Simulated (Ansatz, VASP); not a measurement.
# Cross-check of Hf (Hafnium) between VASP and Ansatz, part 2 of 2

One calculation is typed for both programs; each brings its own data sets. How far apart do they land? The structure shown is the end of the Ansatz relaxation below.

VASP 6.6.1 and Ansatz 0.2.0.

So far. Step 3 (VASP: single point, PBEsol, pair 1): The run ends at a pressure of 3.27 GPa.

### 6. VASP: single point, PBEsol, pair 2 (continued)

Level of this step: PBEsol; plane waves and PAW (Hf_pv) (VASP).

Numbers of over 12 decimals in the logs are rounded to 6 here.

Parts of OUTCAR (step 6):

```text
  Total        0.3781365      0.3781365      0.3478980     -0.0000000     -0.0000000      0.0000000
  in kB       14.2342162     14.2342162     13.0959491     -0.0000000     -0.0000000      0.0000000
  external PRESSURE =      13.8547938 kB  Pullay stress =       0.0000000 kB

 POSITION                                       TOTAL-FORCE (eV/Angst)
 -----------------------------------------------------------------------------------
      0.00000      1.81517      1.24302        -0.000000      0.000000      0.000000
      1.57199      0.90759      3.72906         0.000000     -0.000000      0.000000
 -----------------------------------------------------------------------------------
    total drift:                               -0.000000     -0.000000      0.000000

  FREE ENERGIE OF THE ION-ELECTRON SYSTEM (eV)
  ---------------------------------------------------
  free  energy   TOTEN  =       -21.0032093247 eV

  energy  without entropy=      -21.0070112756  energy(sigma->0) =      -21.00447664

[... 1 part as in an earlier step ...]

[... 2 further parts left out ...]
[key lines of the parts left out:]
E-fermi :   5.1240
```

The run ends at a pressure of 1.39 GPa.

### 7. Side by side

What differs besides the data sets and the points named for the pairs above, as far as they apply: the data sets hold 52 valence electrons in Ansatz (on its PAW soft_1 files) and 20 in VASP. Total energies have different zeros and are not compared.

Both answers:

| quantity | Ansatz | VASP | difference |
| --- | --- | --- | --- |
| pressure (GPa) | 1.76 | 1.39 | +0.38 |

### 8. Ansatz: relaxation, PBEsol

This run makes the geometry at which the two programs are then compared. The cell compared in this pair holds 43.86 Å³, against 42.56 Å³ for the pair before.

The structure compared here is the end of the Ansatz relaxation.

File input.yaml:

```yaml
crystal:
  lattice:
    - [3.176145862, 0.0, 0.0]
    - [-1.588072931, 2.7506230026, 0.0]
    - [0.0, 0.0, 5.0202329749]
  atoms:
    - { symbol: Hf, position: [0.3333333333, 0.6666666667, 0.25] }
    - { symbol: Hf, position: [0.6666666667, 0.3333333333, 0.75] }
kpoints:
  mp_grid: { grid: [15, 15, 8] }
hamiltonian:
  xc: pbesol
  pseudopotentials: { kind: paw, azcp: { folder: soft_1 }, xc_functional: pbe }
scf:
  occupations: { method: methfessel_paxton, width: 0.2 }
  lower_state_search: "off"
output:
  forces: true
  stress: true
  eigenvalues: true
relax:
  adjacent_minimum: "off"
  f_tol: 0.001
  max_steps: 60
  cell: { stress_tol: 0.01, fix: [volume] }
```

The run is started by

```
ansatz run input.yaml --threads 18 --pin off --max-ram 92160MiB --backend cuda --events-out ev --progress --plain --runs-dir out --max-vram 78GiB
```

Log:

```text
[...]
Crystal: 2 atoms, lattice volume = 43.859 Å³
Basis set: ecut = 420 eV, 857 PW (Γ), exchange–correlation on 48×48×72 points (8 copies of the dense FFT grid, shifted against one another)
Bands: 32, of which v1, the nominal top of the filled ones, is band 26 counted from 1 (25 counted from 0)
Symmetry: 24 space group operations
[...]
k-point 134: bands = [... 22 lower, 16.5881, 16.5881, 16.9130, 16.9130, 18.2369, 18.2369, 20.9470, 20.9470, ... 2 higher]
--- Relaxed structure (3 steps of the walk, 3 accepted, 1 SCFs on fresh bases) ---
[...]
cell:  # Å, volume = 43.8587 Å³
    - [3.176631, 0.0, 0.0]
    - [-1.588315, 2.751043, 0.0]
    - [0.0, 0.0, 5.018701]
  atoms:
    - { symbol: Hf, position: [0.333333, 0.666667, 0.25] }
    - { symbol: Hf, position: [0.666667, 0.333333, 0.750000] }
[key lines of the parts left out:]
SCF converged after 4 iterations
Free energy (F): -31197.601106 eV
Fermi energy:    18.416632 eV
P = ⅓ Tr σ = -1.6545 GPa (-16.545 kbar)
```

### 9. VASP: single point, PBEsol, pair 3

The same cell, functional, mesh and smearing now go to VASP, with its own data sets.

File INCAR:

```
SYSTEM = Hf
PREC = Accurate
ENCUT = 500
EDIFF = 1E-06
NELM = 120
ISMEAR = 1
SIGMA = 0.2
LREAL = .FALSE.
ALGO = Normal
GGA = PS
NBANDS = 16
LASPH = .TRUE.
LORBIT = 11
LWAVE = .FALSE.
LCHARG = .FALSE.
ISIF = 2
GGA_COMPAT = .FALSE.
KPAR = 2
```

File POSCAR:

```
Hf
1.0
    3.1766305971      0.0000000000      0.0000000000
   -1.5883152986      2.7510427955      0.0000000000
    0.0000000000      0.0000000000      5.0187009758
Hf
2
Direct
    0.3333333334      0.6666666668      0.2500000000
    0.6666666668      0.3333333334      0.7500000000
```

File KPOINTS:

```
Automatic mesh
0
Gamma
15 15 8
0 0 0
```

Potentials, in the order of the species: Hf_pv (PBE family, release 64).

The run is started by

```
mpirun -np 2 vasp_std
```

Log:

```text
[... set-up lines as in an earlier step ...]
 entering main loop
       N       E                     dE             d eps       ncg     rms          rms(c)
DAV:   1     0.447699490285E+02    0.44770E+02   -0.11328E+04  4328   0.115E+03
DAV:   2    -0.202551775476E+02   -0.65025E+02   -0.63622E+02  5744   0.246E+02
DAV:   3    -0.217635440903E+02   -0.15084E+01   -0.14980E+01  5696   0.260E+01
DAV:   4    -0.217751284784E+02   -0.11584E-01   -0.11582E-01  5392   0.278E+00
[...]
DAV:  10    -0.210005640706E+02    0.99704E-05   -0.44548E-05  5072   0.479E-02    0.189E-01
DAV:  11    -0.210005655219E+02   -0.14512E-05   -0.42816E-06  5528   0.148E-02    0.122E-02
DAV:  12    -0.210005655875E+02   -0.65632E-07   -0.35573E-07  3000   0.428E-03
   1 F= -.21000566E+02 E0= -.21001932E+02  d E =0.409969E-02
```

OUTCAR, selected parts (step 9):

```text
  Total       -0.5483119     -0.5483119     -0.5758473      0.0000000      0.0000000      0.0000000
  in kB      -20.0300896    -20.0300896    -21.0359695      0.0000000      0.0000000      0.0000000
  external PRESSURE =     -20.3653829 kB  Pullay stress =       0.0000000 kB

 POSITION                                       TOTAL-FORCE (eV/Angst)
 -----------------------------------------------------------------------------------
     -0.00000      1.83403      1.25468        -0.000000     -0.000000      0.000000
      1.58832      0.91701      3.76403         0.000000      0.000000      0.000000
 -----------------------------------------------------------------------------------
    total drift:                               -0.000000     -0.000000      0.000000

  FREE ENERGIE OF THE ION-ELECTRON SYSTEM (eV)
  ---------------------------------------------------
  free  energy   TOTEN  =       -21.0005655875 eV

  energy  without entropy=      -21.0046652823  energy(sigma->0) =      -21.00193215

[... 1 part as in an earlier step ...]

[... 2 further parts left out ...]
[key lines of the parts left out:]
E-fermi :   4.9120
```

The run ends at a pressure of -2.04 GPa.

### 10. Differences

What differs besides the data sets and the points named for the pairs above, as far as they apply: the data sets hold 52 valence electrons in Ansatz (on its PAW soft_1 files) and 20 in VASP. Total energies have different zeros and are not compared.

The two programs side by side:

| quantity | Ansatz | VASP | difference |
| --- | --- | --- | --- |
| pressure (GPa) | -1.65 | -2.04 | +0.38 |

### 11. Results

```json
{
 "difference in pressure (single point, PBEsol, pair 1)": "0.38 GPa",
 "difference in pressure (single point, PBEsol, pair 2)": "0.38 GPa",
 "difference in pressure (single point, PBEsol, pair 3)": "0.38 GPa"
}
```

**Reading.** The difference in pressure is 0.38 GPa (single point, PBEsol, pair 3), within the 1 GPa picked in this series as the mark of a large difference. The data sets hold unlike numbers of valence electrons (52 in Ansatz and 20 in VASP), so part of the differences comes from the potentials. 2 further runs of this series are not shown here. How closely two codes agree says nothing of how well the functional describes the real material.

[Lines on the potential files, build, host, timing and source positions are cut from VASP's logs without a mark.]

[Logs are printed without paths, hosts, clocks, repeated set-up lines and the standing remarks that a program may print on its own settings, such as how far it seeks lower states.]

[Hosts, paths, dates, database ids (printed as entryN), source tags and the programs' standing remarks are cut or masked in the printed files.]
